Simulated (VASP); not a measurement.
Method: r2SCAN meta-GGA, VASP's PBE PAW potentials (set 64) (plane waves; VASP 6.6.1).

VASP input:

**POSCAR**
```
As
1
    3.3708967226    -1.8467916002    -0.0754525750
    3.3708967226     1.8467916002    -0.0754525750
    2.4275195656     0.0000000000     2.9810087639
As
2
Direct
  0.2331226078   0.2331226078   0.2331226091
  0.7668773922   0.7668773922   0.7668773909
```

INCAR:
```
# general
SYSTEM  = As
PREC    = Accurate
ENCUT   = 500   # plane-wave cut-off (eV)
LREAL   = .FALSE.   # projection in real space or not
LASPH   = .TRUE.   # aspherical one-centre terms

# electronic loop
EDIFF   = 1E-6   # SCF stop (eV)
NELM    = 100   # most electronic steps
ALGO    = Normal   # blocked Davidson
LMAXMIX = 4   # l cut-off of mixed one-centre charges
LMIXTAU = .TRUE.

# smearing
ISMEAR  = 1   # Methfessel-Paxton
SIGMA   = 0.1

# functional
METAGGA = R2SCAN

# ions
IBRION  = 2
NSW     = 40   # most ionic steps
ISIF    = 3   # ions, shape and volume
EDIFFG  = -0.02   # ionic stop
PSTRESS = 200

# output
LWAVE   = .FALSE.
LCHARG  = .FALSE.
```

**KPOINTS**
```
kpoints
0
G
 12 12 12
0 0 0
```

POTCAR, in this order: As (PBE.64 set). Program: vasp_std.

What VASP printed:

File OSZICAR:
```
...
DAV:  14    -0.292135769486E+02   -0.50572E-04   -0.13131E-05  3452   0.408E-02    0.229E-02
DAV:  15    -0.292135942071E+02   -0.17259E-04   -0.80985E-06  3522   0.327E-02    0.341E-03
DAV:  16    -0.292135940556E+02    0.15149E-06   -0.38600E-07  1760   0.616E-03
   1 F= -.24495997E+02 E0= -.24496020E+02  d E =-.244960E+02
       N       E                     dE             d eps       ncg     rms          rms(c)
DAV:   1    -0.284980076076E+02    0.71559E+00   -0.12367E+01  3717   0.238E+01    0.392E+00
DAV:   2    -0.283873573365E+02    0.11065E+00   -0.24350E-01  3757   0.455E+00    0.206E+00
DAV:   3    -0.283041552516E+02    0.83202E-01   -0.16447E-01  3438   0.361E+00    0.773E-01
DAV:   4    -0.283386842113E+02   -0.34529E-01   -0.12961E-02  3766   0.105E+00    0.645E-01
DAV:   5    -0.283398270024E+02   -0.11428E-02   -0.28901E-03  3629   0.656E-01    0.720E-02
DAV:   6    -0.283404873549E+02   -0.66035E-03   -0.12212E-03  3441   0.561E-01    0.498E-02
DAV:   7    -0.283408042443E+02   -0.31689E-03   -0.59755E-04  3432   0.381E-01    0.999E-03
DAV:   8    -0.283409145959E+02   -0.11035E-03   -0.18893E-04  3440   0.213E-01    0.617E-03
DAV:   9    -0.283409574812E+02   -0.42885E-04   -0.13007E-05  3595   0.536E-02    0.165E-03
DAV:  10    -0.283409594355E+02   -0.19543E-05   -0.25470E-06  3587   0.239E-02    0.954E-04
DAV:  11    -0.283409596615E+02   -0.22600E-06   -0.20004E-07  1716   0.708E-03
   2 F= -.24384752E+02 E0= -.24384800E+02  d E =0.111245E+00
       N       E                     dE             d eps       ncg     rms          rms(c)
DAV:   1    -0.290320233330E+02   -0.69106E+00   -0.40937E+00  3743   0.125E+01    0.209E+00
DAV:   2    -0.289879471021E+02    0.44076E-01   -0.12703E-01  3754   0.303E+00    0.115E+00
DAV:   3    -0.289658910503E+02    0.22056E-01   -0.62945E-02  3423   0.233E+00    0.277E-01
DAV:   4    -0.289796148906E+02   -0.13724E-01   -0.62199E-03  3791   0.715E-01    0.254E-01
DAV:   5    -0.289792254548E+02    0.38944E-03   -0.88839E-04  3525   0.315E-01    0.315E-02
DAV:   6    -0.289798518207E+02   -0.62637E-03   -0.88471E-04  3453   0.314E-01    0.323E-02
DAV:   7    -0.289800646769E+02   -0.21286E-03   -0.25117E-04  3424   0.220E-01    0.197E-02
DAV:   8    -0.289800866790E+02   -0.22002E-04   -0.70614E-05  3439   0.119E-01    0.180E-03
DAV:   9    -0.289801109881E+02   -0.24309E-04   -0.14755E-05  3460   0.554E-02    0.879E-04
DAV:  10    -0.289801122536E+02   -0.12655E-05   -0.54680E-07  1947   0.102E-02    0.111E-03
DAV:  11    -0.289801124231E+02   -0.16948E-06   -0.87114E-08  1707   0.337E-03
   3 F= -.24583325E+02 E0= -.24583281E+02  d E =-.873279E-01
       N       E                     dE             d eps       ncg     rms          rms(c)
DAV:   1    -0.289727483898E+02    0.73639E-02   -0.10988E-03  3718   0.211E-01    0.345E-02
DAV:   2    -0.289727387496E+02    0.96401E-05   -0.28886E-05  3641   0.478E-02    0.187E-02
DAV:   3    -0.289727339003E+02    0.48493E-05   -0.16077E-05  3448   0.370E-02    0.552E-03
DAV:   4    -0.289727374584E+02   -0.35581E-05   -0.12226E-06  2049   0.103E-02    0.472E-03
DAV:   5    -0.289727383227E+02   -0.86435E-06   -0.30550E-07  1703   0.675E-03
   4 F= -.24583390E+02 E0= -.24583348E+02  d E =-.873927E-01
       N       E                     dE             d eps       ncg     rms          rms(c)
DAV:   1    -0.289443823833E+02    0.28355E-01   -0.79449E-01  3462   0.561E+00    0.294E-01
DAV:   2    -0.289462390162E+02   -0.18566E-02   -0.21487E-02  3745   0.127E+00    0.147E-01
DAV:   3    -0.289459682705E+02    0.27075E-03   -0.14678E-03  3970   0.332E-01    0.520E-02
DAV:   4    -0.289460991453E+02   -0.13087E-03   -0.15564E-04  3898   0.103E-01    0.390E-02
DAV:   5    -0.289460382301E+02    0.60915E-04   -0.87782E-05  3571   0.804E-02    0.115E-02
DAV:   6    -0.289461095784E+02   -0.71348E-04   -0.36280E-05  3567   0.558E-02    0.211E-03
DAV:   7    -0.289461046055E+02    0.49729E-05   -0.97174E-06  3474   0.367E-02    0.256E-03
DAV:   8    -0.289461124407E+02   -0.78352E-05   -0.34904E-06  3411   0.213E-02    0.588E-04
DAV:   9    -0.289461125123E+02   -0.71587E-07   -0.13141E-07  1707   0.339E-03
   5 F= -.24601083E+02 E0= -.24601094E+02  d E =-.176934E-01
       N       E                     dE             d eps       ncg     rms          rms(c)
DAV:   1    -0.289102436629E+02    0.35869E-01   -0.63020E-01  3483   0.500E+00    0.272E-01
DAV:   2    -0.289118185393E+02   -0.15749E-02   -0.17141E-02  3758   0.114E+00    0.135E-01
DAV:   3    -0.289116145232E+02    0.20402E-03   -0.11006E-03  4010   0.291E-01    0.454E-02
DAV:   4    -0.289117253039E+02   -0.11078E-03   -0.12981E-04  3856   0.934E-02    0.342E-02
DAV:   5    -0.289116750922E+02    0.50212E-04   -0.70597E-05  3559   0.724E-02    0.102E-02
DAV:   6    -0.289117348521E+02   -0.59760E-04   -0.28261E-05  3577   0.491E-02    0.160E-03
DAV:   7    -0.289117309063E+02    0.39459E-05   -0.75989E-06  3471   0.333E-02    0.220E-03
DAV:   8    -0.289117372348E+02   -0.63285E-05   -0.26568E-06  3375   0.190E-02    0.543E-04
DAV:   9    -0.289117372877E+02   -0.52971E-07   -0.99461E-08  1709   0.287E-03
   6 F= -.24606530E+02 E0= -.24606552E+02  d E =-.231398E-01
       N       E                     dE             d eps       ncg     rms          rms(c)
DAV:   1    -0.289084468196E+02    0.32904E-02   -0.43265E-03  3533   0.414E-01    0.230E-02
DAV:   2    -0.289084583054E+02   -0.11486E-04   -0.11903E-04  3725   0.946E-02    0.115E-02
DAV:   3    -0.289084567251E+02    0.15803E-05   -0.70574E-06  4009   0.237E-02    0.366E-03
DAV:   4    -0.289084575973E+02   -0.87226E-06   -0.86915E-07  1873   0.779E-03
   7 F= -.24606563E+02 E0= -.24606588E+02  d E =-.231734E-01
       N       E                     dE             d eps       ncg     rms          rms(c)
DAV:   1    -0.289430543826E+02   -0.34598E-01   -0.50745E-02  3573   0.142E+00    0.163E-01
DAV:   2    -0.289429202936E+02    0.13409E-03   -0.13411E-03  3710   0.306E-01    0.975E-02
DAV:   3    -0.289427858859E+02    0.13441E-03   -0.44745E-04  3613   0.200E-01    0.256E-02
DAV:   4    -0.289428894132E+02   -0.10353E-03   -0.50727E-05  3751   0.670E-02    0.232E-02
DAV:   5    -0.289428781106E+02    0.11303E-04   -0.78504E-06  3573   0.258E-02    0.758E-03
DAV:   6    -0.289428886479E+02   -0.10537E-04   -0.92972E-06  3424   0.285E-02    0.663E-04
DAV:   7    -0.289428902203E+02   -0.15724E-05   -0.14844E-06  2085   0.138E-02    0.164E-03
DAV:   8    -0.289428903760E+02   -0.15564E-06   -0.15014E-07  1706   0.426E-03
   8 F= -.24607155E+02 E0= -.24607256E+02  d E =-.591711E-03
       N       E                     dE             d eps       ncg     rms          rms(c)
DAV:   1    -0.289327092147E+02    0.10181E-01   -0.47242E-03  3580   0.434E-01    0.497E-02
DAV:   2    -0.289326992438E+02    0.99708E-05   -0.12407E-04  3703   0.931E-02    0.296E-02
DAV:   3    -0.289326909615E+02    0.82823E-05   -0.41378E-05  3645   0.605E-02    0.791E-03
DAV:   4    -0.289327006910E+02   -0.97294E-05   -0.45935E-06  3657   0.199E-02    0.712E-03
DAV:   5    -0.289327004543E+02    0.23661E-06   -0.76177E-07  1763   0.841E-03
   9 F= -.24607298E+02 E0= -.24607386E+02  d E =-.735136E-03
       N       E                     dE             d eps       ncg     rms          rms(c)
DAV:   1    -0.289228613337E+02    0.98394E-02   -0.29467E-02  3577   0.109E+00    0.864E-02
DAV:   2    -0.289228070812E+02    0.54252E-04   -0.69757E-04  3800   0.208E-01    0.498E-02
DAV:   3    -0.289228318165E+02   -0.24735E-04   -0.24815E-04  4258   0.132E-01    0.119E-02
DAV:   4    -0.289228208035E+02    0.11013E-04   -0.53786E-05  3522   0.707E-02    0.653E-03
DAV:   5    -0.289228458466E+02   -0.25043E-04   -0.24290E-05  3460   0.481E-02    0.374E-03
DAV:   6    -0.289228454810E+02    0.36557E-06   -0.37990E-06  3503   0.181E-02
  10 F= -.24607735E+02 E0= -.24607810E+02  d E =-.436719E-03
```

### OUTCAR
```
------------------------ aborting loop because EDIFF is reached ----------------------------------------
  FORCE on cell =-STRESS in cart. coord.  units (eV):
  Direction    XX          YY          ZZ          XY          YZ          ZX
  --------------------------------------------------------------------------------------
  Total        4.3362126      4.3079905      4.3106746      0.0000000      0.0000000      0.0087056
  in kB      200.9780603    199.6700024    199.7944064      0.0000000      0.0000000      0.4034921
  external PRESSURE =       0.1474897 kB  Pullay stress =     200.0000000 kB
  volume of cell :       34.57
      direct lattice vectors                 reciprocal lattice vectors
     3.209244785 -1.813106105 -0.104993791     0.151882192 -0.275769851 -0.119748668
     3.209244785  1.813106105 -0.104993791     0.151882192  0.275769851 -0.119748668
     2.283073915  0.000000000  2.895717136     0.011013981  0.000000000  0.336653831
 POSITION                                       TOTAL-FORCE (eV/Angst)
 -----------------------------------------------------------------------------------
      2.06447      0.00000      0.63720         0.012097      0.000000      0.003734
      6.63709      0.00000      2.04853        -0.012097     -0.000000     -0.003734
 -----------------------------------------------------------------------------------
    total drift:                               -0.000000     -0.000000      0.000000
  FREE ENERGIE OF THE ION-ELECTRON SYSTEM (eV)
  ---------------------------------------------------
  free  energy   TOTEN  =       -28.9228454810 eV

  energy  without entropy=      -28.9230710666  energy(sigma->0) =      -28.92292068
  enthalpy is  TOTEN    =       -24.6077350678 eV   P V=        4.3151104132

 reached required accuracy - stopping structural energy minimisation
```
(Selected blocks of OUTCAR.)

File CONTCAR:
```
As
   1.00000000000000
     3.2092447848386771   -1.8131061052740773   -0.1049937914924789
     3.2092447848386771    1.8131061052740773   -0.1049937914924789
     2.2830739146996457    0.0000000000000000    2.8957171358025091
  As
     2
Direct
     0.2372530499745992    0.2372530499745992    0.2372530519775895
     0.7627469500254009    0.7627469500254009    0.7627469480224106
```

Energy and stress use the plane-wave basis of the starting cell.

The compound is As in the a7 structure. This run relaxes it under an external pressure of 20 GPa. Symmetry was kept, so distortions that lower it aren't found.
